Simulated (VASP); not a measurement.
OSZICAR of a VASP run on InP (zinc blende):

### OSZICAR
```
       N       E                     dE             d eps       ncg     rms          rms(c)
DAV:   1     0.116002682677E+03    0.11600E+03   -0.86243E+03   520   0.158E+03
DAV:   2    -0.610294818369E+00   -0.11661E+03   -0.11180E+03   545   0.327E+02
DAV:   3    -0.863426944691E+01   -0.80240E+01   -0.79623E+01   665   0.901E+01
DAV:   4    -0.887150627763E+01   -0.23724E+00   -0.23698E+00   643   0.171E+01
DAV:   5    -0.888379651359E+01   -0.12290E-01   -0.12289E-01   761   0.342E+00    0.570E+00
DAV:   6    -0.845945635365E+01    0.42434E+00   -0.82892E-01   763   0.172E+01    0.344E+00
DAV:   7    -0.843101475023E+01    0.28442E-01   -0.20855E-01   729   0.417E+00    0.122E+00
DAV:   8    -0.843038919536E+01    0.62555E-03   -0.17206E-02   665   0.193E+00    0.398E-01
DAV:   9    -0.843095788121E+01   -0.56869E-03   -0.23312E-03   658   0.755E-01    0.199E-01
DAV:  10    -0.843097818980E+01   -0.20309E-04   -0.21029E-04   664   0.122E-01    0.141E-01
DAV:  11    -0.843101900236E+01   -0.40813E-04   -0.35290E-05   590   0.472E-02    0.411E-02
DAV:  12    -0.843102731330E+01   -0.83109E-05   -0.32169E-05   626   0.110E-01    0.214E-02
DAV:  13    -0.843102739024E+01   -0.76941E-07   -0.15333E-06   478   0.132E-02
   1 F= -.84310274E+01 E0= -.84310274E+01  d E =-.843103E+01
       N       E                     dE             d eps       ncg     rms          rms(c)
DAV:   1    -0.911702175174E+01   -0.68599E+00   -0.18618E+01   660   0.102E+02    0.509E+00
DAV:   2    -0.855740097292E+01    0.55962E+00   -0.11235E+00   665   0.250E+01    0.202E+00
DAV:   3    -0.844858945680E+01    0.10881E+00   -0.37675E-01   665   0.137E+01    0.102E+00
DAV:   4    -0.844874192332E+01   -0.15247E-03   -0.15853E-02   545   0.139E+00    0.794E-01
DAV:   5    -0.844661009619E+01    0.21318E-02   -0.16052E-03   598   0.494E-01    0.393E-01
DAV:   6    -0.844619991137E+01    0.41018E-03   -0.77918E-04   634   0.301E-01    0.379E-02
DAV:   7    -0.844619568014E+01    0.42312E-05   -0.87398E-05   715   0.143E-01    0.145E-02
DAV:   8    -0.844619901453E+01   -0.33344E-05   -0.27071E-05   630   0.106E-01    0.131E-02
DAV:   9    -0.844619705427E+01    0.19603E-05   -0.38871E-06   610   0.409E-02    0.447E-03
DAV:  10    -0.844619724581E+01   -0.19153E-06   -0.16048E-07   300   0.374E-03
   2 F= -.84461972E+01 E0= -.84461972E+01  d E =-.151699E-01
       N       E                     dE             d eps       ncg     rms          rms(c)
DAV:   1    -0.852932724991E+01   -0.83130E-01   -0.19482E+00   650   0.296E+01    0.191E+00
DAV:   2    -0.846189876946E+01    0.67428E-01   -0.14775E-01   655   0.100E+01    0.643E-01
DAV:   3    -0.845109051783E+01    0.10808E-01   -0.33322E-02   670   0.419E+00    0.396E-01
DAV:   4    -0.845104962107E+01    0.40897E-04   -0.13299E-03   558   0.384E-01    0.297E-01
DAV:   5    -0.845088481886E+01    0.16480E-03   -0.19549E-04   681   0.153E-01    0.960E-02
DAV:   6    -0.845089323527E+01   -0.84164E-05   -0.69852E-05   785   0.110E-01    0.268E-02
DAV:   7    -0.845088624860E+01    0.69867E-05   -0.88952E-06   617   0.365E-02    0.267E-03
DAV:   8    -0.845088600469E+01    0.24391E-06   -0.29273E-07   300   0.728E-03
   3 F= -.84508860E+01 E0= -.84508860E+01  d E =-.198586E-01
```

Problem. Which electronic solver shows in the log?

Solution. It is blocked Davidson (ALGO = Normal, or the opening steps of other solvers). The INCAR had ALGO = Normal.

Problem. Can the final energy be trusted as converged?

Solution. The run converged. It stopped with EDIFF = 1E-6, NELM = 100, NSW = 60 and EDIFFG = -0.01 after 3 ionic steps (PW91 GGA, plane waves, VASP's PBE PAW potentials (set 64)). Energy and stress use the plane-wave basis of the starting cell.

The compound is InP in the zinc blende structure. This run relaxes it. Symmetry was kept, so distortions that lower it aren't found.
